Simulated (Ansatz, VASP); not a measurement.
**Two plane-wave programs on SiBi2Te5**

```
CELL_PARAMETERS angstrom
7.33742 0.00000 0.00000
0.00000 7.33742 0.00000
0.00000 0.00000 6.57266
ATOMIC_POSITIONS crystal
Si 0.00000 0.00000 0.03659
Bi 0.50000 0.00000 0.89855
Bi 0.00000 0.50000 0.89855
Te 0.25148 0.25148 0.14620
Te 0.74852 0.74852 0.14620
Te 0.74852 0.25148 0.14620
Te 0.25148 0.74852 0.14620
Te 0.00000 0.00000 0.66183
```

Alike in both runs: functional PBE; k mesh 3 × 3 × 3; occupations gaussian, width 0.2 eV; no spin polarisation.

Ansatz relaxed the structure, and its values are those at the end. VASP's run is a single point on that final structure, the one shown.

|  | VASP | Ansatz |
| --- | --- | --- |
| version | VASP 6.6.1 | Ansatz 0.2.0 |
| potentials or method | VASP PAW PBE potentials, release 64 (Si, Bi_d, Te) | scalar-relativistic, plane waves, PAW |
| plane-wave cutoff (eV) | 520 | 420 |
| valence electrons in the cell | 64 | 114 |

|  | VASP | Ansatz | Ansatz less VASP |
| --- | --- | --- | --- |
| gap on the k mesh at the Fermi level (eV) | none | none | - |
| pressure (GPa) | 0.1 | 0.1 | 0.00 |
| rms of the force components (eV/Å) | 0.023 | 0.017 | -0.0054 |

A gap of «none» marks a metal or a gap that the smearing closes. The functional is the same, so the differences come from potentials, cutoffs and numerics. The two sets of potentials don't hold the same shells in valence.

Caveats: spin-orbit coupling is left out, which moves the levels of the heavy elements; this functional lacks dispersion, which binds the layers, so the pressure and a relaxed spacing across them are unreliable.
